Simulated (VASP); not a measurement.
A convergence study with VASP on Ni₃Fe (space group Pm-3m): one setting is varied, all else stays as given below, so the limit is that of these other settings.

```
FeNi3
1.0
    3.53935     0.00000     0.00000
    0.00000     3.53935     0.00000
    0.00000     0.00000     3.53935
Fe Ni
1 3
Direct
  0.00000   0.00000   0.00000
  0.00000   0.50000   0.50000
  0.50000   0.00000   0.50000
  0.50000   0.50000   0.00000
```
Starting moments (μB, in the order of the record's atoms Fe Ni Ni Ni): 3.0 0.5 0.5 0.5.

These are PBE GGA, VASP's PBE PAW potentials (set 64) (plane waves; VASP 6.6.1) values and carry that method's errors. The tightest run used: 300 eV cut-off, 7×7×7 Γ-centred mesh, Gaussian smearing of 0.10 eV, potentials Fe Ni.

```json
[
 {"setting": "3×3×3 mesh", "highest Γ mode (cm⁻¹)": "262.3", "irreducible k-points": "4"},
 {"setting": "4×4×4 mesh", "highest Γ mode (cm⁻¹)": "275.9", "irreducible k-points": "10"},
 {"setting": "5×5×5 mesh", "highest Γ mode (cm⁻¹)": "269.2", "irreducible k-points": "10"}
]
```

Q: These are the cheaper rows. Estimate the results at 7×7×7 mesh, and how far the last row shown lies from them.

A: 
| quantity | tightest run | last row shown is off by |
|---|---|---|
| highest Γ mode (cm⁻¹) | 269.8 | -0.6 |

Left out are rungs that failed or repeat a setting and relaxations that didn't move; long series are thinned to 24 rows.

The structure is a typed Ni3Fe crystal (space group no. 221). The cell was not relaxed at this level. The spin order is the one that the start imposed; others were not tried in this run.
